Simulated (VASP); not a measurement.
```
CELL_PARAMETERS angstrom
      0.00000     2.02526     2.02526
      2.02526     0.00000     2.02526
      2.02526     2.02526     0.00000
ATOMIC_POSITIONS crystal
  Au 0.00000 0.00000 0.00000
```

These are LDA (Ceperley-Alder, Perdew-Zunger), VASP's LDA PAW potentials (set 64) (plane waves; VASP 6.6.1) values and carry that method's errors. Settings: 520 eV cut-off, 15×15×15 Γ-centred mesh, first-order Methfessel-Paxton smearing of 0.10 eV, potentials Au.

Question: Give the energy at these volumes per atom, relative to the lowest: 15.63, 16.13, 16.63, 17.13, 17.62 Å³.

Answer: 40.2, 9.1, 0.0, 8.8, 32.0 meV/atom. A third-order Birch-Murnaghan fit gives B0 = 192 GPa and B0′ = 6.0.

Measured: bulk modulus 182 GPa at 0 K (computed value off by +5.3 %), as given by Daniel Mejia-Rodriguez et al., Physical Review B (2018), arXiv:1807.09216 [0 K value with the zero-point phonon effect removed]; a 4.062 Å at 0 K (computed value off by -0.3 %), as given by Daniel Mejia-Rodriguez et al., Physical Review B (2018), arXiv:1807.09216 [static lattice: zero-point anharmonic expansion removed].

The compound is Au in the fcc structure. It was relaxed first.
